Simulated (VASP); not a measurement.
All values below come from PBE GGA with D3 dispersion (zero damping), VASP's PBE PAW potentials (set 64) (plane waves; VASP 6.6.1).

A VASP calculation is set up with these files.

POSCAR:
```
TiO2
4.6276740
  1.0000000317   0.0000000000   0.0000000000
  0.0000000000   1.0000000317   0.0000000000
  0.0000000000   0.0000000000   0.6397243638
Ti O
2 4
direct
  0.0000000000   0.0000000000   0.0000000000
  0.5000000000   0.5000000000   0.5000000000
  0.3045069180   0.3045069180   1.0000000000
  0.8045069180   0.1954930820   0.5000000000
  0.1954930820   0.8045069180   0.5000000000
  0.6954930820   0.6954930820   0.0000000000
```

INCAR:
```
ALGO=Normal
EDIFF=1E-7
ENCUT=520
GGA=PE
ISIF=2
ISMEAR=-5
IVDW=11
LASPH=.True.
LCHARG=.True.
LEFG=.True.
LMAXMIX=4
LORBIT=11
LREAL=.False.
LWAVE=.False.
NEDOS=601
NELM=100
PREC=Accurate
SYSTEM=TiO2
```

**KPOINTS**
```
Regular mesh
0
G
  6 6 8
```

POTCAR, in this order: Ti_sv O (PBE.64 set). Program: vasp_std.

What does the run give for the energy per atom (σ→0), dispersion energy, band gap (on the k-mesh)?

```yaml
energy per atom (σ→0): -9123 meV/atom
dispersion_energy: -1.066 eV
band gap (on the k-mesh): 1.82 eV
```

File OSZICAR:
```
...
DAV:  10    -0.536712567314E+02   -0.83731E-02   -0.12139E-01  3500   0.275E+00    0.241E-01
DAV:  11    -0.536712045890E+02    0.52142E-04   -0.66517E-03  3656   0.597E-01    0.954E-02
DAV:  12    -0.536711806499E+02    0.23939E-04   -0.59708E-04  3796   0.166E-01    0.628E-02
DAV:  13    -0.536711387550E+02    0.41895E-04   -0.19153E-04  3856   0.110E-01    0.862E-03
DAV:  14    -0.536711402390E+02   -0.14840E-05   -0.93829E-06  3908   0.254E-02    0.566E-03
DAV:  15    -0.536711404344E+02   -0.19541E-06   -0.18643E-06  3640   0.116E-02    0.164E-03
DAV:  16    -0.536711403745E+02    0.59917E-07   -0.28070E-07  2652   0.455E-03
   1 F= -.54737022E+02 E0= -.54737022E+02  d E =0.000000E+00
```

The compound is TiO2 in the rutile structure. It was relaxed first.
